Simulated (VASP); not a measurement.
OSZICAR of a VASP run on WC (wc):

**OSZICAR**
```
       N       E                     dE             d eps       ncg     rms          rms(c)
DAV:   1     0.119695485176E+03    0.11970E+03   -0.10733E+04 10374   0.170E+03
DAV:   2    -0.220517733731E+02   -0.14175E+03   -0.13800E+03 11639   0.415E+02
DAV:   3    -0.266041150983E+02   -0.45523E+01   -0.44740E+01 12873   0.657E+01
DAV:   4    -0.266489332349E+02   -0.44818E-01   -0.44808E-01 11259   0.697E+00
DAV:   5    -0.266492860327E+02   -0.35280E-03   -0.35279E-03 12459   0.648E-01    0.339E+01
DAV:   6    -0.238505655363E+02    0.27987E+01   -0.90325E+00 11799   0.309E+01    0.952E+00
DAV:   7    -0.237696753808E+02    0.80890E-01   -0.39940E-01 10874   0.573E+00    0.652E+00
DAV:   8    -0.237361767865E+02    0.33499E-01   -0.67283E-02 11719   0.252E+00    0.713E-01
DAV:   9    -0.237356554859E+02    0.52130E-03   -0.23525E-03 11169   0.454E-01    0.141E-01
DAV:  10    -0.237355112414E+02    0.14424E-03   -0.25334E-04 12224   0.225E-01    0.418E-02
DAV:  11    -0.237355117481E+02   -0.50671E-06   -0.10957E-05 11274   0.377E-02    0.811E-03
DAV:  12    -0.237355111727E+02    0.57537E-06   -0.26878E-06 11389   0.149E-02    0.160E-03
DAV:  13    -0.237355111952E+02   -0.22503E-07   -0.68680E-08  5972   0.275E-03
   1 F= -.23735511E+02 E0= -.23735461E+02  d E =-.149806E-03
```

Question: Which electronic solver shows in the log?

Answer: It is blocked Davidson (ALGO = Normal, or the opening steps of other solvers). The INCAR had ALGO = Normal.

Question: Can the final energy be trusted as converged?

Answer: The run converged. It stopped with EDIFF = 1E-7, NELM = 100 (PBEsol GGA, plane waves, VASP's PBE PAW potentials (set 64)).

The compound is WC in the wc structure. This cell was strained or had an atom moved on purpose.
